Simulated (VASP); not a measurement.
An input for Ansatz (written as the equivalent of a VASP run, and not itself run):

Ansatz 0.2 input:
```yaml
crystal:
  lattice:
    - [0.0000000, 2.1031871, 2.1031871]
    - [2.1031871, 0.0000000, 2.1031871]
    - [2.1031871, 2.1031871, 0.0000000]
  atoms:
    - { symbol: Au, position: [0.0000000, 0.0000000, 0.0000000] }
kpoints:
  mp_grid: { grid: [15, 15, 15] }
hamiltonian:
  xc: r2scan
  pseudopotentials: { kind: paw }
scf:
  occupations: { method: methfessel_paxton, width: 0.1 }
  max_iter: 100
output: { forces: true, stress: true, eigenvalues: true }
```

Question: Write the VASP files for the same calculation (r2SCAN).

Answer: Several could match; the one computed here: 
File KPOINTS:
```
Automatic mesh
0
Gamma
15 15 15
0 0 0
```

File POSCAR:
```
Au
1
    0.0000000000     2.1031870589     2.1031870589
    2.1031870589     0.0000000000     2.1031870589
    2.1031870589     2.1031870589     0.0000000000
Au
1
Direct
  0.0000000000   0.0000000000   0.0000000000
```

INCAR:
```
# general
SYSTEM  = Au
PREC    = Accurate
ENCUT   = 520
LREAL   = F   # projection in real space or not
LASPH   = T

# electronic loop
EDIFF   = 1E-7   # SCF stop (eV)
NELM    = 100   # most electronic steps
ALGO    = Normal   # blocked Davidson
LMAXMIX = 6   # l cut-off of mixed one-centre charges
LMIXTAU = T

# smearing
ISMEAR  = 1
SIGMA   = 0.1

# functional
METAGGA = R2SCAN

# ions
ISIF    = 2

# output
LWAVE   = F
LCHARG  = F
```

POTCAR, in this order: Au (PBE.64 set). Program: vasp_std.

The two are equivalent in intent, not identical: each code has its own PAW files, so the cut-off isn't converted (ENCUT is set for VASP's; basis.ecutwfc is left out, and Ansatz then takes the one that its files recommend); Ansatz stops its SCF on the density residual and VASP on the energy change (EDIFF).

The compound is Au in the fcc structure. This cell is one point of a volume scan, at 1.06 of the reference volume.
